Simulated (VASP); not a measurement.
A run of VASP 6.6.1:

File INCAR:

```
PREC = Accurate ; ENCUT = 520
EDIFF = 1E-6 ; ISMEAR = 0
SIGMA = 0.02 ; LREAL = F
LASPH = T ; NELM = 100
ALGO = Fast ; ISIF = 2
LWAVE = F ; LCHARG = F
ISPIN = 2 ; MAGMOM = 0 1 0 0 0 0 0 0
LORBIT = 11 ; LMAXMIX = 6
GGA = PE ; NBANDS = 33
```

KPOINTS

```
Automatic mesh
0
Gamma
  6 5 5
```

The input POSCAR:

```
CeMg6W
1.0
    4.8596700000      0.0000000000      0.0000000000
    0.0000000000      3.1842285000      5.7595695000
    0.0000000000     -3.1842285000      5.7595695000
W Ce Mg
1 1 6
Direct
    0.5000000000      0.6976920000      0.6976920000
    0.0000000000      0.7990490000      0.7990490000
    0.5000000000      0.1730130000      0.1730130000
    0.5000000000      0.1793920000      0.6719680000
    0.5000000000      0.6719680000      0.1793920000
    0.0000000000      0.3355940000      0.3355940000
    0.0000000000      0.3279630000      0.8153290000
    0.0000000000      0.8153290000      0.3279630000
```

Potentials or basis: VASP PAW PBE potentials, release 64 (W_sv, Ce, Mg).

Launch:

```sh
$ cat potpaw_PBE.64/W_sv/POTCAR potpaw_PBE.64/Ce/POTCAR potpaw_PBE.64/Mg/POTCAR > POTCAR
$ mpirun -np 1 vasp_std > vasp.out
```

Hardware: 1 thread of Intel(R) Xeon(R) Platinum 8375C CPU @ 2.90GHz (Ice Lake), with other jobs on the host.

Task: Estimate the wall time of this run.

Result: It took 36 min on 1 thread of Intel(R) Xeon(R) Platinum 8375C CPU @ 2.90GHz (Ice Lake) (shared host), peak memory 0.62 GiB. Counts: scf iterations 46, k points 36.
